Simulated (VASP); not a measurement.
Level of theory: PBE GGA, VASP's PBE PAW potentials (set 64) (plane waves; VASP).

A VASP calculation is set up with these files.

KPOINTS:
```
Automatic mesh
0
Gamma
8 8 8
0 0 0
```

**INCAR**
```
LORBIT = 11
LASPH = .TRUE.
ISIF = 2
LMAXMIX = 6   # l cut-off of mixed one-centre charges
ISMEAR = -5   # tetrahedra, Bloechl
SYSTEM = LaAs
PREC = Accurate
EDIFF = 1E-7   # SCF stop (eV)
LWAVE = .FALSE.
ALGO = Normal   # blocked Davidson
NEDOS = 601
GGA = PE   # PBE
ENCUT = 400
NELM = 100
LREAL = .FALSE.
LCHARG = .TRUE.
```

POSCAR:
```
LaAs
4.8135320
  0.0000000000   0.7071068239   0.7071068239
  0.7071068239   0.0000000000   0.7071068239
  0.7071068239   0.7071068239   0.0000000000
La As
1 1
Cartesian
  0.0000000000   0.0000000000   0.0000000000
  0.3535534120   0.3535534120   0.3535534120
```

POTCAR, in this order: La As (PBE.64 set). Program: vasp_std.

Output of the run:

**OSZICAR**
```
       N       E                     dE             d eps       ncg     rms          rms(c)
DAV:   1     0.143865086883E+03    0.14387E+03   -0.47734E+03   696   0.124E+03
DAV:   2     0.292756634906E+01   -0.14094E+03   -0.13835E+03  1000   0.230E+02
DAV:   3    -0.116645612035E+02   -0.14592E+02   -0.14473E+02   952   0.107E+02
DAV:   4    -0.123525945193E+02   -0.68803E+00   -0.68450E+00  1248   0.198E+01
DAV:   5    -0.124069172981E+02   -0.54323E-01   -0.54245E-01  1088   0.559E+00    0.397E+00
DAV:   6    -0.117715848247E+02    0.63533E+00   -0.19531E+00  1156   0.685E+00    0.224E+00
DAV:   7    -0.117136854151E+02    0.57899E-01   -0.32393E-01  1232   0.349E+00    0.105E+00
DAV:   8    -0.117257824862E+02   -0.12097E-01   -0.76643E-02  1296   0.287E+00    0.328E-01
DAV:   9    -0.117276655088E+02   -0.18830E-02   -0.25067E-02  1376   0.167E+00    0.143E-01
DAV:  10    -0.117272459255E+02    0.41958E-03   -0.34768E-03  1152   0.388E-01    0.771E-02
DAV:  11    -0.117274179868E+02   -0.17206E-03   -0.78871E-04  1264   0.225E-01    0.142E-02
DAV:  12    -0.117274251875E+02   -0.72007E-05   -0.44194E-05  1232   0.738E-02    0.699E-03
DAV:  13    -0.117274310148E+02   -0.58274E-05   -0.21676E-05  1032   0.274E-02    0.305E-03
DAV:  14    -0.117274312375E+02   -0.22262E-06   -0.20080E-06  1108   0.102E-02    0.201E-03
DAV:  15    -0.117274313225E+02   -0.85068E-07   -0.96872E-08   704   0.429E-03
   1 F= -.11727431E+02 E0= -.11727431E+02  d E =0.000000E+00
```

### OUTCAR
```
------------------------ aborting loop because EDIFF is reached ----------------------------------------
  FORCE on cell =-STRESS in cart. coord.  units (eV):
  Direction    XX          YY          ZZ          XY          YZ          ZX
  --------------------------------------------------------------------------------------
  Total        0.0039909      0.0039909      0.0039909      0.0000000      0.0000000      0.0000000
  in kB        0.0810780      0.0810780      0.0810780      0.0000000      0.0000000      0.0000000
  external PRESSURE =       0.0810780 kB  Pullay stress =       0.0000000 kB
  volume of cell :       78.86
      direct lattice vectors                 reciprocal lattice vectors
     0.000000000  3.403681324  3.403681324    -0.146899769  0.146899769  0.146899769
     3.403681324  0.000000000  3.403681324     0.146899769 -0.146899769  0.146899769
     3.403681324  3.403681324  0.000000000     0.146899769  0.146899769 -0.146899769
 POSITION                                       TOTAL-FORCE (eV/Angst)
 -----------------------------------------------------------------------------------
      0.00000      0.00000      0.00000        -0.000000      0.000000     -0.000000
      1.70184      1.70184      1.70184         0.000000     -0.000000      0.000000
 -----------------------------------------------------------------------------------
    total drift:                                0.000000      0.000000      0.000000
  FREE ENERGIE OF THE ION-ELECTRON SYSTEM (eV)
  ---------------------------------------------------
  free  energy   TOTEN  =       -11.7274313225 eV

  energy  without entropy=      -11.7274313225  energy(sigma->0) =      -11.72743132

 total charge

# of ion       s       p       d       f       tot
--------------------------------------------------
    1        2.026   5.637   0.698   0.134   8.494
    2        1.216   1.634   0.006   0.000   2.856
--------------------------------------------------
tot          3.242   7.271   0.703   0.134  11.350
```
(Selected blocks of OUTCAR.)

**OUTCAR**
```
 val. band max:        3.2089828652   @ k =  -0.2500   0.5000   0.2500

 cond. band min:       4.6477657062   @ k =  -0.2500   0.5000   0.2500


 Fermi energy:         3.2361671397

 k-point     1 :       0.0000    0.0000    0.0000
  band No.  band energies     occupation
      1     -28.9111      2.00000
      2     -12.5799      2.00000
      3     -12.5799      2.00000
      4     -12.5799      2.00000
      5      -5.7825      2.00000
      6       2.0612      2.00000
      7       2.0612      2.00000
      8       2.0612      2.00000
      9       4.7720      0.00000
     10       5.8185      0.00000
     11       5.8187      0.00000
     12       5.8194      0.00000

 k-point     2 :       0.1250    0.0000    0.0000
  band No.  band energies     occupation
      1     -28.9094      2.00000
      2     -12.6188      2.00000
      3     -12.5842      2.00000
      4     -12.5842      2.00000
      5      -5.7066      2.00000
      6       1.9379      2.00000
      7       2.1234      2.00000
      8       2.1234      2.00000
      9       5.0555      0.00000
     10       5.7664      0.00000
     11       5.7668      0.00000
     12       5.8088      0.00000

 k-point     3 :       0.2500    0.0000    0.0000
  band No.  band energies     occupation
      1     -28.9055      2.00000
      2     -12.7097      2.00000
      3     -12.5946      2.00000
      4     -12.5946      2.00000
      5      -5.5316      2.00000
      6       1.8259      2.00000
      7       2.2647      2.00000
      8       2.2647      2.00000
      9       5.4187      0.00000
     10       5.6772      0.00000
     11       5.6772      0.00000
     12       5.7913      0.00000

 k-point     4 :       0.3750    0.0000    0.0000
  band No.  band energies     occupation
      1     -28.9017      2.00000
      2     -12.7969      2.00000
      3     -12.6050      2.00000
      4     -12.6050      2.00000
      5      -5.3692      2.00000
      6       1.9262      2.00000
...
```

The structure was generated: LaAs was put into the zinc blende type (F-43m), which need not be its known phase. It was relaxed first, which changed the volume by -26 %.
